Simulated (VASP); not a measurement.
Consider the following.

```
Li2O
1.0
    0.00000     2.34508     2.34508
    2.34508     0.00000     2.34508
    2.34508     2.34508     0.00000
Li O
2 1
Direct
  0.25000   0.25000   0.25000
  0.75000   0.75000   0.75000
  0.00000   0.00000   0.00000
```

Level of theory: TPSS meta-GGA, VASP's PBE PAW potentials (set 64) (plane waves; VASP). Numerical set-up: 520 eV cut-off, 8×8×8 Γ-centred mesh, Gaussian smearing of 0.050 eV, potentials Li_sv O.

### Question
Give the stress tensor in GPa (positive for a compressed cell).

### Answer

```
-4.72   0.00   0.00
 0.00  -4.72   0.00
 0.00   0.00  -4.72
```
The pressure is its mean diagonal, -4.72 GPa.

The compound is Li2O in the antifluorite structure. This cell is one point of a volume scan, at 1.06 of the reference volume.
